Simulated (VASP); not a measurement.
Level of theory: PBE GGA, VASP's PBE PAW potentials (set 64) (plane waves; VASP).

A VASP calculation is set up with these files.

File POSCAR:
```
AsAu3
1
    0.0000000000     3.4412440000     3.4412440000
    3.4412440000     0.0000000000     3.4412440000
    3.4412440000     3.4412440000     0.0000000000
As Au
1 3
Direct
  0.0000000000   0.0000000000   0.0000000000
  0.5000000000   0.5000000000   0.5000000000
  0.2500000000   0.2500000000   0.2500000000
  0.7500000000   0.7500000000   0.7500000000
```

**KPOINTS**
```
Automatic mesh
0
Gamma
5 5 5
0 0 0
```

INCAR:
```
LWAVE = .FALSE.
LCHARG = .FALSE.
ISIF = 2
GGA = PE   ! PBE
LMAXMIX = 6   ! l cut-off of mixed one-centre charges
LASPH = .TRUE.
ENCUT = 150   ! plane-wave cut-off (eV)
ISMEAR = 0   ! Gaussian
LREAL = .FALSE.   ! projection in real space or not
PREC = Accurate
NELM = 100   ! most electronic steps
EDIFF = 1E-6   ! SCF stop (eV)
SYSTEM = AsAu3
SIGMA = 0.05
ALGO = Normal   ! blocked Davidson
```

POTCAR, in this order: As Au (PBE.64 set). Program: vasp_std.

Task: What will the output report for the number of irreducible k-points (NKPTS), number of bands (NBANDS), largest plane-wave count, number of space-group operations, FFT grid (NGX, NGY, NGZ)?

Result: 
```json
{
  "number of irreducible k-points (NKPTS)": "10",
  "number of bands (NBANDS)": "23",
  "largest_plane_wave_count": "348",
  "number_of_space_group_operations": "48",
  "FFT grid (NGX, NGY, NGZ)": "20 × 20 × 20"
}
```

The structure was generated: AsAu3 was put into the D03 type (Fm-3m), which need not be its known phase. The cell was not relaxed at this level. The k-mesh is coarse (spacing up to 0.32 per Å, 2π included), so the numbers may not be converged in it. The run is one of a series of settings (ENCUT = 150 against the base run), some of them coarse on purpose.
